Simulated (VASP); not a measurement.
Data:

```
Hf
1.0
    1.58859    -2.75153     0.00000
    1.58859     2.75153     0.00000
    0.00000     0.00000     5.02656
Hf
2
Cartesian
  1.58859   0.91718   1.25664
  1.58859  -0.91718   3.76992
```

Level of theory: TPSS meta-GGA, VASP's PBE PAW potentials (set 64) (plane waves; VASP). Numerical set-up: 520 eV cut-off, 15×15×8 Γ-centred mesh, tetrahedra with Blöchl corrections, potentials Hf_pv.

Unless said otherwise, spin-orbit coupling is left out, though it shifts the bands of the heavy elements here.

Predict the energy per atom (σ→0), band gap (over mesh and band path) with the smallest direct gap where there is one.

- band gap (over mesh and band path) = none (metal, semimetal or under 0.01 eV)
- energy per atom (σ→0) = -11.683 eV/atom

Total energies compare only between runs with the same potentials, cut-off and functional.

The compound is Hf in the hcp structure. It was relaxed first.
